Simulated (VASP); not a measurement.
Crystal: Sn.

```
Sn
1.0
     0.00000    3.26858    3.26858
     3.26858    0.00000    3.26858
     3.26858    3.26858    0.00000
Sn
2
Direct
  0.00000 0.00000 0.00000
  0.25000 0.25000 0.25000
```

This isn't the form of Sn at room conditions, which is tetragonal (white tin).

Base run:

```yaml
Program: VASP 6.6.1
Functional: PBE0
Potentials_or_basis: VASP PAW PBE potentials, release 64 (Sn_d)
Cutoff: 520 eV
k_mesh: 6 × 6 × 6
Occupations: gaussian, width 0.03 eV
Spin: no spin polarisation
```

Its results: pressure 0.2 GPa.

Task: The run is repeated on the same cell with these changes: functional from PBE0 to PBE; further incar settings from ALGO = Normal; EDIFF = 1e-07 to ALGO = Fast; EDIFF = 1e-07. What comes out?

Result: Pressure 2.2 GPa.

Caveats: the PAW data sets were made with another functional, which shifts forces and pressure a little (some runs).
